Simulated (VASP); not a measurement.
Level of theory: G0W0 on PBE orbitals, VASP's PBE PAW potentials (set 64) (plane waves; VASP).

A VASP calculation is set up with these files.

INCAR:
```
SYSTEM = ZnSe
PREC = Normal
ENCUT = 500
ALGO = EVGW0
LREAL = .FALSE.
LASPH = .TRUE.
ISMEAR = 0
SIGMA = 0.01
GGA = PE
LWAVE = .FALSE.
LCHARG = .FALSE.
NELMGW = 1
NBANDS = 160
NOMEGA = 64
ENCUTGW = 200
NBANDSGW = 21
LSPECTRALGW = .TRUE.
```

KPOINTS:
```
Automatic mesh
0
Gamma
4 4 4
0 0 0
```

File POSCAR:
```
ZnSe
1
    0.0000000000     2.8723070000     2.8723070000
    2.8723070000     0.0000000000     2.8723070000
    2.8723070000     2.8723070000     0.0000000000
Zn Se
1 1
Direct
  0.0000000000   0.0000000000   0.0000000000
  0.2500000000   0.2500000000   0.2500000000
```

POTCAR, in this order: Zn_sv_GW Se_GW (PBE.64 set). Program: vasp_std. Read from the step before: WAVECAR, WAVEDER.

What VASP printed:

**OSZICAR**
```
energies w=
    0.000    0.000    1.339    0.000    2.675    0.000    4.006    0.000
    5.328    0.000    6.640    0.000    7.940    0.000    9.225    0.000
   10.495    0.000   11.749    0.000   12.986    0.000   14.207    0.000
   15.411    0.000   16.600    0.000   17.773    0.000   18.933    0.000
   20.081    0.000   21.217    0.000   22.345    0.000   23.464    0.000
   24.579    0.000   25.690    0.000   26.800    0.000   27.911    0.000
   29.025    0.000   30.146    0.000   31.276    0.000   32.417    0.000
   33.573    0.000   34.748    0.000   35.944    0.000   37.165    0.000
   38.417    0.000   39.702    0.000   41.027    0.000   42.397    0.000
   43.818    0.000   45.297    0.000   46.842    0.000   48.462    0.000
   50.167    0.000   51.968    0.000   53.879    0.000   55.916    0.000
   58.096    0.000   60.442    0.000   62.979    0.000   65.736    0.000
   68.752    0.000   72.070    0.000   75.745    0.000   79.847    0.000
   84.459    0.000   89.692    0.000   95.687    0.000  102.631    0.000
  110.772    0.000  120.455    0.000  132.165    0.000  146.612    0.000
  164.874    0.000  188.672    0.000  220.937    0.000  267.098    0.000
NQ=   1    0.0000    0.0000    0.0000,
 performed        298000 updates of chi_q(r,r)
NQ=   2    0.2500    0.0000    0.0000,
 performed        784000 updates of chi_q(r,r)
NQ=   3    0.5000    0.0000    0.0000,
 performed       1216000 updates of chi_q(r,r)
NQ=   4    0.2500    0.2500    0.0000,
 performed       1702000 updates of chi_q(r,r)
NQ=   5    0.5000    0.2500    0.0000,
 performed       2336000 updates of chi_q(r,r)
NQ=   6   -0.2500    0.2500    0.0000,
 performed       2916000 updates of chi_q(r,r)
NQ=   7    0.5000    0.5000    0.0000,
 performed       3308000 updates of chi_q(r,r)
NQ=   8   -0.2500    0.5000    0.2500,
 performed       3781000 updates of chi_q(r,r)
 resolving degeneracies of screened two electron integrals
```

**OUTCAR**
```


 k-point   1 :       0.0000    0.0000    0.0000
  band No.  KS-energies  QP-energies   sigma(KS)   V_xc(KS)     V^pw_x(r,r')   Z            occupation Imag(sigma)

      1    -122.8997    -133.3084     -54.1195     -38.6757     -68.8750       0.6740       2.0000       2.5303
      2     -77.0907     -83.8944     -47.5853     -37.6082     -61.3257       0.6819       2.0000       2.6464
      3     -77.0907     -83.8944     -47.5853     -37.6082     -61.3257       0.6819       2.0000       2.6464
      4     -77.0907     -83.8944     -47.5853     -37.6082     -61.3257       0.6819       2.0000       2.6464
      5     -10.7763     -11.9895     -14.0743     -12.4234     -19.8975       0.7349       2.0000       1.9748
      6      -4.1993      -6.0568     -32.1843     -29.5588     -40.7791       0.7075       2.0000       1.0062
      7      -4.1993      -6.0568     -32.1843     -29.5588     -40.7791       0.7075       2.0000       1.0062
      8      -4.1993      -6.0568     -32.1843     -29.5588     -40.7791       0.7075       2.0000       1.0062
      9      -3.8679      -5.7704     -33.9027     -31.2199     -42.7941       0.7091       2.0000       0.9619
     10      -3.8679      -5.7704     -33.9027     -31.2199     -42.7941       0.7091       2.0000       0.9619
     11       2.2296       1.3028     -15.8567     -14.6753     -17.7274       0.7844       2.0000       0.3876
     12       2.2296       1.3028     -15.8567     -14.6753     -17.7274       0.7844       2.0000       0.3876
     13       2.2296       1.3028     -15.8567     -14.6753     -17.7274       0.7844       2.0000       0.3876
     14       3.3298       3.8339     -10.3866     -11.0085      -6.8156       0.8105       0.0000      -0.3526
     15       8.0181       8.5123      -9.6554     -10.2689      -5.5695       0.8054       0.0000      -0.5044
     16       8.0181       8.5123      -9.6554     -10.2689      -5.5695       0.8054       0.0000      -0.5044
     17       8.0181       8.5123      -9.6554     -10.2689      -5.5695       0.8054       0.0000      -0.5044
     18      11.9811      12.4331      -8.2343      -8.7898      -3.3162       0.8139       0.0000      -0.7895
     19      13.5762      14.1581     -10.0451     -10.7647      -5.5212       0.8085       0.0000      -0.7377
     20      13.5762      14.1581     -10.0451     -10.7647      -5.5212       0.8085       0.0000      -0.7377
     21      15.1643      15.4469      -7.4029      -7.7470      -2.5163       0.8212       0.0000      -0.9862

 k-point   2 :       0.2500    0.0000    0.0000
  band No.  KS-energies  QP-energies   sigma(KS)   V_xc(KS)     V^pw_x(r,r')   Z            occupation Imag(sigma)

      1    -122.8997    -133.3383     -54.1192     -38.6756     -68.8749       0.6759       2.0000       2.5306
      2     -77.0904     -83.9137     -47.5852     -37.6082     -61.3254       0.6839       2.0000       2.6461
      3     -77.0904     -83.9137     -47.5852     -37.6082     -61.3254       0.6839       2.0000       2.6461
      4     -77.0904     -83.9137     -47.5852     -37.6082     -61.3254       0.6839       2.0000       2.6461
      5     -10.4410     -11.6281     -14.3104     -12.6962     -20.0483       0.7354       2.0000       1.9018
      6      -4.1531      -6.0166     -32.3834     -29.7532     -41.0106       0.7085       2.0000       1.0020
      7      -4.1531      -6.0166     -32.3834     -29.7532     -41.0106       0.7085       2.0000       1.0020
      8      -4.1313      -5.9707     -31.2581     -28.6773     -39.5788       0.7127       2.0000       0.9990
      9      -3.8671      -5.7746     -33.8965     -31.2147     -42.7919       0.7113       2.0000       0.9635
     10      -3.8671      -5.7746     -33.8965     -31.2147     -42.7919       0.7113       2.0000       0.9635
     11      -0.7278      -1.8058     -15.4422     -14.0575     -18.0001       0.7785       2.0000       0.5630
     12       1.7839       0.8254     -15.3488     -14.1258     -17.2375       0.7838       2.0000       0.4071
     13       1.7839       0.8254     -15.3488     -14.1258     -17.2375       0.7838       2.0000       0.4071
     14       4.8440       5.3513     -10.4189     -11.0489      -6.7112       0.8053       0.0000      -0.3926
     15       8.6250       9.1370      -9.7855     -10.4228      -5.6080       0.8034       0.0000      -0.5393
     16       8.6250       9.1370      -9.7855     -10.4228      -5.6080       0.8034       0.0000      -0.5393
     17       8.6652       9.1244      -9.9030     -10.4746      -5.7138       0.8034       0.0000      -0.5589
     18      12.5922      13.0433      -9.2587      -9.8149      -4.8335       0.8110       0.0000      -0.7056
     19      12.5922      13.0433      -9.2587      -9.8149      -4.8335       0.8110       0.0000      -0.7056
     20      12.8480      13.1049      -7.2977      -7.6116      -2.5867       0.8184       0.0000      -0.7967
     21      15.9415      16.5051      -8.6537      -9.3424      -3.4779       0.8185       0.0000      -1.0387

 k-point   3 :       0.5000    0.0000    0.0000
  band No.  KS-energies  QP-energies   sigma(KS)   V_xc(KS)     V^pw_x(r,r')   Z            occupation Imag(sigma)

      1    -122.8995    -133.5091     -54.1189     -38.6756     -68.8747       0.6870       2.0000       2.5308
      2     -77.0901     -84.0254     -47.5852     -37.6083     -61.3252       0.6951       2.0000       2.6457
      3     -77.0901     -84.0254     -47.5852     -37.6083     -61.3252       0.6951       2.0000       2.6457
      4     -77.0901     -84.0254     -47.5852     -37.6083     -61.3252       0.6951       2.0000       2.6457
      5     -10.0496     -11.2018     -14.6892     -13.1219     -20.3456       0.7352       2.0000       1.8121
      6      -4.1194      -5.9865     -32.5281     -29.8935     -41.1767       0.7087       2.0000       0.9976
      7      -4.1194      -5.9865     -32.5281     -29.8935     -41.1767       0.7087       2.0000       0.9976
      8      -3.8503      -5.7588     -33.9896     -31.3076     -42.9104       0.7116       2.0000       0.9657
      9      -3.8503      -5.7588     -33.9896     -31.3076     -42.9104       0.7116       2.0000       0.9657
     10      -3.7211      -5.6149     -33.6876     -31.0404     -42.5287       0.7154       2.0000       0.9761
     11      -2.7588      -3.9779     -12.4424     -10.8752     -15.0610       0.7779       2.0000       0.7869
     12       1.4160       0.4258     -14.9447     -13.6808     -16.8691       0.7834       2.0000       0.4285
     13       1.4160       0.4258     -14.9447     -13.6808     -16.8691       0.7834       2.0000       0.4285
     14       4.6751       5.1713     -10.3022     -10.9165      -6.6334       0.8077       0.0000      -0.3879
     15       8.5943       9.0531      -9.6045     -10.1738      -5.5431       0.8058       0.0000      -0.5288
     16       8.5943       9.0531      -9.6045     -10.1738      -5.5431       0.8058       0.0000      -0.5288
     17      10.6709      11.0003      -8.6724      -9.0817      -4.0904       0.8048       0.0000      -0.7350
     18      12.9941      13.4338      -8.2314      -8.7715      -3.2970       0.8139       0.0000      -0.8484
     19      15.1299      15.7771      -9.4234     -10.2222      -4.3349       0.8103       0.0000      -0.9476
     20      15.1299      15.7771      -9.4234     -10.2222      -4.3349       0.8103       0.0000      -0.9476
     21      16.0536      16.8997      -9.7532     -10.7886      -4.4576       0.8172       0.0000      -1.0798

 k-point   4 :       0.2500    0.2500    0.0000
  band No.  KS-energies  QP-energies   sigma(KS)   V_xc(KS)     V^pw_x(r,r')   Z            occupation Imag(sigma)

      1    -122.8996    -133.3588     -54.1191     -38.6756     -68.8748       0.6773       2.0000       2.5306
      2     -77.0902     -84.0167     -47.5853     -37.6083     -61.3254       0.6942       2.0000       2.6459
      3     -77.0902     -84.0167     -47.5853     -37.6083     -61.3254       0.6942       2.0000       2.6459
      4     -77.0902     -84.0167     -47.5853     -37.6083     -61.3254       0.6942       2.0000       2.6459
      5     -10.3285     -11.5077     -14.3940     -12.7918     -20.1044       0.7361       2.0000       1.8779
      6      -4.1952      -6.0217     -30.7283     -28.1645     -38.9270       0.7124       2.0000       1.0023
      7      -4.0981      -5.9723     -32.6191     -29.9839     -41.2882       0.7113       2.0000       0.9985
      8      -4.0981      -5.9723     -32.6191     -29.9839     -41.2882       0.7113       2.0000       0.9985
      9      -3.8890      -5.7863     -33.6816     -31.0072     -42.5363       0.7095       2.0000       0.9668
     10      -3.8455      -5.7563     -33.9964     -31.3128     -42.9095       0.7120       2.0000       0.9620
     11      -0.5999      -1.6385     -16.2119     -14.8752     -18.8170       0.7770       2.0000       0.5487
     12       1.0603       0.0490     -14.6480     -13.3546     -16.6183       0.7818       2.0000       0.4453
     13       1.0603       0.0490     -14.6480     -13.3546     -16.6183       0.7818       2.0000       0.4453
     14       6.0252       6.5969     -11.2842     -12.0004      -7.4632       0.7982       0.0000      -0.4352
     15       6.2536       6.5381      -8.7692      -9.1187      -5.0497       0.8139       0.0000      -0.4355
     16      10.1290      10.7244     -10.2085     -10.9522      -5.7027       0.8006       0.0000      -0.6459
     17      10.1290      10.7244     -10.2085     -10.9522      -5.7027       0.8006       0.0000      -0.6459
     18      10.4226      10.7495      -8.8795      -9.2816      -4.7463       0.8127       0.0000      -0.6006
     19      14.4173      15.0204      -9.7332     -10.4771      -5.0066       0.8107       0.0000      -0.8038
     20      15.7251      16.3593      -8.9129      -9.6877      -3.6479       0.8186       0.0000      -1.0441
     21      17.2949      17.7016      -7.6617      -8.1534      -2.6690       0.8270       0.0000      -1.0869

 k-point   5 :       0.5000    0.2500    0.0000
  band No.  KS-energies  QP-energies   sigma(KS)   V_xc(KS)     V^pw_x(r,r')   Z            occupation Imag(sigma)

      1    -122.8996    -133.4298     -54.1190     -38.6756     -68.8748       0.6819       2.0000       2.5309
      2     -77.0903     -83.9749     -47.5850     -37.6082     -61.3249       0.6901       2.0000       2.6457
      3     -77.0903     -83.9749     -47.5850     -37.6082     -61.3249       0.6901       2.0000       2.6457
      4     -77.0903     -83.9749     -47.5850     -37.6082     -61.3249       0.6901       2.0000       2.6457
      5      -9.9341     -11.0817     -14.7933     -13.2374     -20.4277       0.7376       2.0000       1.7888
...
```
(Selected blocks of OUTCAR.)

The mesh is coarse and the basis finite, so the quasiparticle values are not converged. VASP warned that its frequency grid is unfit for quasiparticle energies.

The compound is ZnSe in the zinc blende structure. This cell is one point of a volume scan, at 1.04 of the reference volume. The k-mesh is coarse (spacing up to 0.47 per Å, 2π included), so the numbers may not be converged in it.
